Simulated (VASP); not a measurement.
A VASP calculation is set up with these files.

**POSCAR**
```
BN
1
    1.3005000000    -2.2525320000     0.0000000000
    1.3005000000     2.2525320000     0.0000000000
    0.0000000000     0.0000000000     4.3044000000
B N
2 2
Direct
  0.6666670000   0.3333330000   0.5000000000
  0.3333330000   0.6666670000   0.0000000000
  0.6666670000   0.3333330000   0.8750000000
  0.3333330000   0.6666670000   0.3750000000
```

File KPOINTS:
```
Automatic mesh
0
Gamma
7 7 4
0 0 0
```

**INCAR**
```
SYSTEM = BN
PREC = Accurate
ENCUT = 520
EDIFF = 1E-6
NELM = 100
ALGO = Normal
LREAL = .FALSE.
LASPH = .TRUE.
ISMEAR = -1
SIGMA = 0.8
GGA = PE
LWAVE = .FALSE.
LCHARG = .FALSE.
ISIF = 2
```

POTCAR, in this order: B N (PBE.64 set). Program: vasp_std.

Output

**standard output**
```
 POSCAR found type information on POSCAR B N
 POSCAR found :  2 types and       4 ions
 Reading from existing POTCAR
 Reading from existing POTCAR
 LDA part: xc-table for (Slater+PW92), standard interpolation
 POSCAR, INCAR and KPOINTS ok, starting setup
 WAVECAR not read
 entering main loop
       N       E                     dE             d eps       ncg     rms          rms(c)
DAV:   1     0.490071001813E+02    0.49007E+02   -0.87913E+03   576   0.129E+03
DAV:   2    -0.337878870706E+02   -0.82795E+02   -0.78227E+02   824   0.267E+02
DAV:   3    -0.365027069799E+02   -0.27148E+01   -0.27033E+01   764   0.490E+01
DAV:   4    -0.365191718143E+02   -0.16465E-01   -0.16449E-01   728   0.398E+00
DAV:   5    -0.365193787184E+02   -0.20690E-03   -0.20664E-03   744   0.428E-01    0.898E+00
DAV:   6    -0.349037895837E+02    0.16156E+01   -0.48267E+00   716   0.178E+01    0.424E+00
DAV:   7    -0.348011995995E+02    0.10259E+00   -0.18146E-01   676   0.424E+00    0.260E+00
DAV:   8    -0.347758312003E+02    0.25368E-01   -0.68747E-02   628   0.240E+00    0.221E-01
DAV:   9    -0.347749474507E+02    0.88375E-03   -0.21170E-03   736   0.475E-01    0.110E-01
DAV:  10    -0.347751906490E+02   -0.24320E-03   -0.45198E-04   696   0.203E-01    0.279E-02
DAV:  11    -0.347751960872E+02   -0.54382E-05   -0.79756E-05   716   0.764E-02    0.131E-02
DAV:  12    -0.347751971835E+02   -0.10964E-05   -0.10730E-05   724   0.321E-02    0.232E-03
DAV:  13    -0.347751973568E+02   -0.17325E-06   -0.29081E-07   396   0.608E-03
   1 F= -.34775197E+02 E0= -.34710522E+02  d E =-.129352E+00
```

File OUTCAR:
```
------------------------ aborting loop because EDIFF is reached ----------------------------------------
  FORCE on cell =-STRESS in cart. coord.  units (eV):
  Direction    XX          YY          ZZ          XY          YZ          ZX
  --------------------------------------------------------------------------------------
  Total       -2.7793520     -2.7793519     -2.8933007      0.0000000     -0.0000000      0.0000000
  in kB     -176.5753998   -176.5753880   -183.8146868      0.0000000     -0.0000000      0.0000000
  external PRESSURE =    -178.9884916 kB  Pullay stress =       0.0000000 kB
  volume of cell :       25.22
      direct lattice vectors                 reciprocal lattice vectors
     1.300500000 -2.252532000  0.000000000     0.384467512 -0.221972429  0.000000000
     1.300500000  2.252532000  0.000000000     0.384467512  0.221972429  0.000000000
     0.000000000  0.000000000  4.304400000     0.000000000  0.000000000  0.232320416
  FREE ENERGIE OF THE ION-ELECTRON SYSTEM (eV)
  ---------------------------------------------------
  free  energy   TOTEN  =       -34.7751973568 eV

  energy  without entropy=      -34.6458457497  energy(sigma->0) =      -34.71052155
```
(Selected blocks of OUTCAR.)

Problem. The run ends quietly. Is anything wrong with it?

Solution. The cause: SIGMA is far too large. The run ends without an error. Against the sound run, the energy per atom (σ→0) goes up by 0.011 eV/atom; the pressure rises by 0.40 GPa. To mend it, set ISMEAR = 0, set SIGMA = 0.05.

The mended run (PBE GGA, plane waves, VASP's PBE PAW potentials (set 64)) converges, and its OSZICAR ends with
```
   1 F= -.34754674E+02 E0= -.34754674E+02  d E =-.115354E-12
```

The compound is BN in the wurtzite structure, a metastable high-pressure form. The cell was not relaxed at this level.
